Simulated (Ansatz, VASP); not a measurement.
# ZrB2 in two plane-wave programs, part 2 of 2

Aim: how closely do two programs agree when they are given the same cell, functional and k mesh? The structure shown comes from an earlier Ansatz run, which isn't shown and may have moved the atoms alone.

VASP 6.6.1 and Ansatz 0.2.0.

So far: The structure; Ansatz: elastic constants, PBEsol.

### Step 3. VASP: elastic constants, PBEsol

Level of this step: PBEsol; plane waves and PAW (Zr_sv, B) (VASP).

The same cell, functional, mesh and smearing now go to VASP, with its own data sets.

Lines of VASP's logs that name or quote its potential files are left out, and so is its time.

INCAR reads:

```
SYSTEM = ZrB2
PREC = Accurate
ENCUT = 500
EDIFF = 1E-08
NELM = 120
ISMEAR = 0
SIGMA = 0.1
LREAL = .FALSE.
ALGO = Normal
GGA = PS
NBANDS = 15
LASPH = .TRUE.
LORBIT = 11
LWAVE = .FALSE.
LCHARG = .FALSE.
ISIF = 3
IBRION = 6
NFREE = 2
POTIM = 0.015
NSW = 1
GGA_COMPAT = .FALSE.
KPAR = 2
```

POSCAR reads:

```
ZrB2
1.0
    3.1548456328      0.0000000000      0.0000000000
   -1.5774228164      2.7321764631      0.0000000000
    0.0000000000      0.0000000000      3.5069717885
Zr B
1 2
Direct
    0.0000000000      0.0000000000      0.0000000000
    0.3333333333      0.6666666667      0.5000000000
    0.6666666667      0.3333333333      0.5000000000
```

KPOINTS reads:

```
Automatic mesh
0
Gamma
15 15 12
0 0 0
```

PAW data sets: Zr_sv and B (PBE family, release 64).

Run with:

```bash
$ mpirun -np 2 vasp_std
```

Numbers of over 12 decimals in the logs are rounded to 6 here.

What it wrote:

```text
[banner, memory and clock lines left out]
running    2 mpi-ranks, on    1 nodes
 distrk:  each k-point on    1 cores,    2 groups
 distr:  one band on    1 cores,    1 groups

 POSCAR found type information on POSCAR ZrB
 POSCAR found :  2 types and       3 ions
|                                                                             |
|               ----> ADVICE to this user running VASP <----                  |
|                                                                             |
|     You enforced a specific xc type in the INCAR file but a different       |
|     [... a line on the potential file left out ...]
|     I HOPE YOU KNOW WHAT YOU ARE DOING!                                     |
|                                                                             |

 LDA part: xc-table for (Slater+PW92), standard interpolation
 POSCAR, INCAR and KPOINTS ok, starting setup
 FFT: planning ... GRIDC
 FFT: planning ... GRID_SOFT
 FFT: planning ... GRID
 WAVECAR not read
 entering main loop
       N       E                     dE             d eps       ncg     rms          rms(c)
DAV:   1     0.994023099559E+02    0.99402E+02   -0.95819E+03  5678   0.117E+03
DAV:   2    -0.247782747007E+02   -0.12418E+03   -0.11970E+03  7092   0.299E+02
DAV:   3    -0.289093561918E+02   -0.41311E+01   -0.41095E+01  9084   0.472E+01
DAV:   4    -0.289694100934E+02   -0.60054E-01   -0.60045E-01  6611   0.530E+00
DAV:   5    -0.289709572909E+02   -0.15472E-02   -0.15472E-02  8817   0.566E-01    0.230E+01
DAV:   6    -0.264548065368E+02    0.25162E+01   -0.58204E+00  7119   0.169E+01    0.956E+00
DAV:   7    -0.264065579965E+02    0.48249E-01   -0.70082E-01  8309   0.534E+00    0.335E+00
DAV:   8    -0.264068395743E+02   -0.28158E-03   -0.10225E-01  6823   0.273E+00    0.522E-01
DAV:   9    -0.264029241343E+02    0.39154E-02   -0.21082E-02  7180   0.113E+00    0.198E-01
DAV:  10    -0.264026032160E+02    0.32092E-03   -0.14448E-03  6664   0.363E-01    0.404E-02
DAV:  11    -0.264026079108E+02   -0.46948E-05   -0.68182E-05  7990   0.771E-02    0.122E-02
DAV:  12    -0.264026060538E+02    0.18569E-05   -0.33474E-06  7511   0.125E-02    0.529E-03
DAV:  13    -0.264026058749E+02    0.17894E-06   -0.54099E-07  8262   0.582E-03    0.197E-03
DAV:  14    -0.264026058163E+02    0.58624E-07   -0.34721E-08  6159   0.185E-03    0.480E-04
DAV:  15    -0.264026057861E+02    0.30141E-07   -0.37913E-09  3346   0.556E-04    0.131E-04
DAV:  16    -0.264026057805E+02    0.56175E-08   -0.11104E-09  3108   0.281E-04
   1 F= -.26402606E+02 E0= -.26402071E+02  d E =-.107041E-02
[... from here on, the cycles between the ionic steps are left out ...]
   2 F= -.26391387E+02 E0= -.26390843E+02  d E =-.108762E-02
  12 F= -.26396892E+02 E0= -.26396331E+02  d E =-.112200E-02
  13 F= -.26396892E+02 E0= -.26396331E+02  d E =-.112200E-02
  14 F= -.26401059E+02 E0= -.26400524E+02  d E =-.106926E-02
  15 F= -.26401059E+02 E0= -.26400524E+02  d E =-.106927E-02
  16 F= -.26400923E+02 E0= -.26400388E+02  d E =-.107118E-02
  17 F= -.26400923E+02 E0= -.26400388E+02  d E =-.107118E-02
  18 F= -.26400831E+02 E0= -.26400308E+02  d E =-.104660E-02
  19 F= -.26400831E+02 E0= -.26400308E+02  d E =-.104660E-02
  20 F= -.26401452E+02 E0= -.26400909E+02  d E =-.108672E-02
 Finite differences progress:
  Degree of freedom:  10/ 10
  Displacement:        1/  2
  Total:              19/ 20
 bond charge predicted
       N       E                     dE             d eps       ncg     rms          rms(c)
DAV:   1    -0.264028429711E+02   -0.13907E-02   -0.63476E-01  8527   0.450E+00    0.171E-01
DAV:   2    -0.264017481072E+02    0.10949E-02   -0.54405E-03 11257   0.532E-01    0.821E-02
DAV:   3    -0.264014525320E+02    0.29558E-03   -0.75290E-04 11005   0.174E-01    0.184E-02
DAV:   4    -0.264014521411E+02    0.39084E-06   -0.72240E-05 10557   0.671E-02    0.654E-03
DAV:   5    -0.264014522808E+02   -0.13964E-06   -0.10795E-06 11243   0.818E-03    0.273E-03
DAV:   6    -0.264014522834E+02   -0.26785E-08   -0.84446E-08 10557   0.282E-03
  21 F= -.26401452E+02 E0= -.26400909E+02  d E =-.108672E-02
 Finite differences progress:
  Degree of freedom:  10/ 10
  Displacement:        2/  2
  Total:              20/ 20
```

OUTCAR, selected parts (step 3):

```text
ion  position               nearest neighbor table
   1  0.000  0.000  0.000-   2 2.53   3 2.53   2 2.53   3 2.53   3 2.53   3 2.53   2 2.53   2 2.53
                             3 2.53   3 2.53   2 2.53   2 2.53
   2  0.333  0.667  0.500-   3 1.82   3 1.82   3 1.82   1 2.53   1 2.53   1 2.53   1 2.53   1 2.53
                             1 2.53
   3  0.667  0.333  0.500-   2 1.82   2 1.82   2 1.82   1 2.53   1 2.53   1 2.53   1 2.53   1 2.53
                             1 2.53

  LATTYP: Found a hexagonal cell.
 ALAT       =     3.1548456328
 C/A-ratio  =     1.1116143852

 Subroutine GETGRP returns: Found 24 space group operations
 (whereof 24 operations were pure point group operations)

The static configuration has the point symmetry D_6h.

 Found    189 irreducible k-points:

   k-points           NKPTS =    189   k-points in BZ     NKDIM =    189   number of bands    NBANDS=     15

   dimension x,y,z NGX =    24 NGY =   24 NGZ =   28
   dimension x,y,z NGXF=    48 NGYF=   48 NGZF=   56

   ENCUT  =  500.0 eV  36.75 Ry    6.06 a.u.   5.75  5.75  6.39*2*pi/ulx,y,z

   NELECT =      18.0000    total number of electrons

 k-points in reciprocal lattice and weights: Automatic mesh
   0.00000000  0.00000000  0.00000000       0.000
   0.06666667 -0.00000000  0.00000000       0.002
   0.13333333  0.00000000  0.00000000       0.002
   0.20000000  0.00000000  0.00000000       0.002
   0.26666667  0.00000000  0.00000000       0.002
   0.33333333  0.00000000  0.00000000       0.002
   0.40000000 -0.00000000  0.00000000       0.002
   0.46666667  0.00000000  0.00000000       0.002
   0.06666667  0.06666667  0.00000000       0.002
[...]
14      15.6046      0.00000
    ...

 k-point     2 :       0.0667   -0.0000    0.0000
  band No.  band energies     occupation
    ...
      5      -2.0661      2.00000
      6       7.6764      2.00000
      7       7.9474      2.00000
      8       8.0426      2.00000
      9       8.2271      2.00000
     10      14.0264      0.00000
     11      14.2295      0.00000
     12      14.3010      0.00000
     13      14.5043      0.00000
     14      16.0035      0.00000
    ...

 k-point     3 :       0.1333    0.0000    0.0000
  band No.  band energies     occupation
    ...
      5      -1.8000      2.00000
      6       7.0031      2.00000
      7       7.9393      2.00000
      8       7.9489      2.00000
      9       8.2818      2.00000
     10      13.4364      0.00000
     11      13.8662      0.00000
     12      14.1056      0.00000
     13      14.5643      0.00000
     14      16.7445      0.00000
    ...

 k-point     4 :       0.2000    0.0000    0.0000
  band No.  band energies     occupation
    ...
      5      -1.3782      2.00000
      6       6.1275      2.00000
      7       7.5973      2.00000
      8       7.9153      2.00000
      9       8.5041      2.00000
     10      12.8741      0.00000
     11      13.6479      0.00000
     12      14.0154      0.00000
     13      14.6296      0.00000
     14      16.9950      0.00000
    ...

  Total        0.0673411      0.0673411      0.0656316      0.0000000      0.0000000      0.0000000
  in kB        3.5692066      3.5692066      3.4785979      0.0000000      0.0000000      0.0000000
  external PRESSURE =       3.5390037 kB  Pullay stress =       0.0000000 kB

  energy-cutoff  :      500.00
  volume of cell :       30.23
      direct lattice vectors                 reciprocal lattice vectors
     3.154845633  0.000000000  0.000000000     0.316972720  0.183004285  0.000000000
    -1.577422816  2.732176463  0.000000000     0.000000000  0.366008570  0.000000000
     0.000000000  0.000000000  3.506971789     0.000000000  0.000000000  0.285146292

 POSITION                                       TOTAL-FORCE (eV/Angst)
 -----------------------------------------------------------------------------------
      0.00000      0.00000      0.00000        -0.000000     -0.000000     -0.112076
     -0.00000      1.82145      1.73849        -0.000000      0.000000      0.153763
      1.57742      0.91073      1.75349         0.000000     -0.000000     -0.041687
 -----------------------------------------------------------------------------------
    total drift:                                0.000000      0.000000     -0.000069

  FREE ENERGIE OF THE ION-ELECTRON SYSTEM (eV)
  ---------------------------------------------------
  free  energy   TOTEN  =       -26.4014522834 eV

  energy  without entropy=      -26.4003655667  energy(sigma->0) =      -26.40090893

  SYMMETRIZED ELASTIC MODULI (kBar)
 Direction    XX          YY          ZZ          XY          YZ          ZX
 --------------------------------------------------------------------------------
 XX        5902.2490    542.4195   1291.4179      0.0000      0.0000     -0.0000
 YY         542.4195   5902.2490   1291.4179      0.0000      0.0000     -0.0000
 ZZ        1291.4179   1291.4179   4543.6837      0.0000      0.0000      0.0000
 XY           0.0000      0.0000      0.0000   2679.9147      0.0000      0.0000
 YZ           0.0000      0.0000      0.0000      0.0000   2690.7813      0.0000
 ZX           0.0000     -0.0000      0.0000     -0.0000      0.0000   2690.7817
 --------------------------------------------------------------------------------

 Eigenvectors and eigenvalues of the dynamical matrix
 ----------------------------------------------------

   1 f  =   23.623112 THz   148.428389 2PiTHz  787.982191 cm-1    97.697296 meV
             X         Y         Z           dx          dy          dz
      0.000000  0.000000  0.000000    -0.000000    0.000000   -0.000000
     -0.000000  1.821451  1.753486    -0.000000    0.707107   -0.000000
      1.577423  0.910725  1.753486     0.000000   -0.707107    0.000000

   2 f  =   23.623112 THz   148.428389 2PiTHz  787.982191 cm-1    97.697296 meV
             X         Y         Z           dx          dy          dz
      0.000000  0.000000  0.000000    -0.000000    0.000000   -0.000000
     -0.000000  1.821451  1.753486    -0.707107   -0.000000    0.000000
      1.577423  0.910725  1.753486     0.707107    0.000000   -0.000000

   3 f  =   17.162119 THz   107.832771 2PiTHz  572.466656 cm-1    70.976787 meV
             X         Y         Z           dx          dy          dz
      0.000000  0.000000  0.000000     0.000000    0.000000    0.000000
     -0.000000  1.821451  1.753486    -0.000000   -0.000000   -0.707107
      1.577423  0.910725  1.753486    -0.000000   -0.000000    0.707107

   4 f  =   14.458520 THz    90.845562 2PiTHz  482.284322 cm-1    59.795608 meV
             X         Y         Z           dx          dy          dz
      0.000000  0.000000  0.000000     0.000000    0.000000    0.437896
     -0.000000  1.821451  1.753486    -0.000000   -0.000000   -0.635707
      1.577423  0.910725  1.753486    -0.000000   -0.000000   -0.635707

   5 f  =   13.865331 THz    87.118441 2PiTHz  462.497644 cm-1    57.342374 meV
             X         Y         Z           dx          dy          dz
      0.000000  0.000000  0.000000    -0.000003    0.437744   -0.000000
     -0.000000  1.821451  1.753486     0.000004   -0.635759    0.000000
      1.577423  0.910725  1.753486     0.000004   -0.635759    0.000000

   6 f  =   13.865331 THz    87.118441 2PiTHz  462.497644 cm-1    57.342374 meV
             X         Y         Z           dx          dy          dz
      0.000000  0.000000  0.000000    -0.437744   -0.000003    0.000000
     -0.000000  1.821451  1.753486     0.635759    0.000004   -0.000000
      1.577423  0.910725  1.753486     0.635759    0.000004   -0.000000

   7 f/i=    0.000239 THz     0.001502 2PiTHz    0.007976 cm-1     0.000989 meV
             X         Y         Z           dx          dy          dz
      0.000000  0.000000  0.000000    -0.784045   -0.440061   -0.000000
     -0.000000  1.821451  1.753486    -0.269922   -0.151499   -0.000000
      1.577423  0.910725  1.753486    -0.269922   -0.151499   -0.000000

   8 f/i=    0.000239 THz     0.001502 2PiTHz    0.007976 cm-1     0.000989 meV
             X         Y         Z           dx          dy          dz
      0.000000  0.000000  0.000000     0.440061   -0.784045   -0.000000
     -0.000000  1.821451  1.753486     0.151499   -0.269922   -0.000000
      1.577423  0.910725  1.753486     0.151499   -0.269922   -0.000000

   9 f/i=    0.002700 THz     0.016967 2PiTHz    0.090073 cm-1     0.011168 meV
             X         Y         Z           dx          dy          dz
      0.000000  0.000000  0.000000    -0.000000    0.000000   -0.899025
     -0.000000  1.821451  1.753486    -0.000000    0.000000   -0.309640
      1.577423  0.910725  1.753486    -0.000000    0.000000   -0.309640

 ELASTIC MODULI CONTR FROM IONIC RELAXATION (kBar)
 Direction    XX          YY          ZZ          XY          YZ          ZX
 --------------------------------------------------------------------------------
 XX          -8.8865      8.8865     -0.0000      0.0000      0.0000      0.0000
 YY           8.8865     -8.8865      0.0000     -0.0000      0.0000     -0.0000
 ZZ          -0.0000      0.0000     -0.0000      0.0000      0.0000      0.0000
 XY           0.0000     -0.0000      0.0000     -8.8865      0.0000      0.0000
 YZ           0.0000      0.0000      0.0000      0.0000      0.0000      0.0000
 ZX           0.0000     -0.0000      0.0000      0.0000      0.0000     -0.0000
 --------------------------------------------------------------------------------

 TOTAL ELASTIC MODULI (kBar)
 Direction    XX          YY          ZZ          XY          YZ          ZX
 --------------------------------------------------------------------------------
 XX        5893.3624    551.3061   1291.4179      0.0000      0.0000     -0.0000
 YY         551.3061   5893.3624   1291.4179     -0.0000      0.0000     -0.0000
 ZZ        1291.4179   1291.4179   4543.6837      0.0000      0.0000      0.0000
 XY           0.0000     -0.0000      0.0000   2671.0282      0.0000      0.0000
 YZ           0.0000      0.0000      0.0000      0.0000   2690.7813      0.0000
 ZX           0.0000     -0.0000      0.0000     -0.0000      0.0000   2690.7817
 --------------------------------------------------------------------------------

 total charge
# of ion       s       p       d       tot
------------------------------------------
    1        2.173   6.032   1.807  10.013
    2        0.665   1.249   0.000   1.914
    3        0.665   1.249   0.000   1.914
--------------------------------------------------
tot          3.503   8.531   1.807  13.841

[... 2 further parts left out ...]
```

CONTCAR:

```
ZrB2
   1.00000000000000
     3.1548456327999999    0.0000000000000000    0.0000000000000000
    -1.5774228163999999    2.7321764631000001    0.0000000000000000
     0.0000000000000000    0.0000000000000000    3.5069717885000000
  Zr              B
     1     2
Direct
     0.0000000000000000    0.0000000000000000    0.0000000000000000
     0.3333333332999971    0.6666666667000031    0.4957228056270120
     0.6666666667000030    0.3333333332999970    0.5000000000000000
```

Levels, forces or a CONTCAR printed for this step are those of its last displaced cell, not of the structure at rest.

### Step 4. Comparison

Known differences besides the potentials themselves: the cutoff is 420 eV in Ansatz and 500 eV in VASP; Ansatz makes its cores anew for this functional, VASP keeps those of its PBE data sets; VASP takes each elastic constant from one size of strain, Ansatz from those that its log lists. Total energies have different zeros and are not compared.

Compared:

| quantity | Ansatz | VASP | difference |
| --- | --- | --- | --- |
| C11 (GPa) | 588.5 | 589.3 | -0.13 % |
| C22 (GPa) | 588.5 | 589.3 | -0.13 % |
| C33 (GPa) | 453.8 | 454.4 | -0.12 % |
| C12 (GPa) | 55.0 | 55.1 | -0.26 % |
| C13 (GPa) | 128.4 | 129.1 | -0.60 % |
| C23 (GPa) | 128.4 | 129.1 | -0.60 % |
| C44 (GPa) | 268.7 | 269.1 | -0.13 % |
| C55 (GPa) | 268.7 | 269.1 | -0.13 % |
| C66 (GPa) | 266.8 | 267.1 | -0.12 % |

### Step 5. Outcome

| Quantity | Value |
| --- | --- |
| difference in C13 (elastic constants, PBEsol) | -0.60 % |

In words: The difference in C13 is -0.60 % (elastic constants, PBEsol), within the 5 % picked in this series as the mark of a large difference. How closely two codes agree says nothing of how well the functional describes the real material.

[Lines on the potential files, build, host, timing and source positions are cut from VASP's logs without a mark.]

[Logs are printed without paths, hosts, clocks, repeated set-up lines and the standing remarks that a program may print on its own settings, such as how far it seeks lower states.]

[Hosts, paths, dates, database ids (printed as entryN), source tags and the programs' standing remarks are cut or masked in the printed files.]
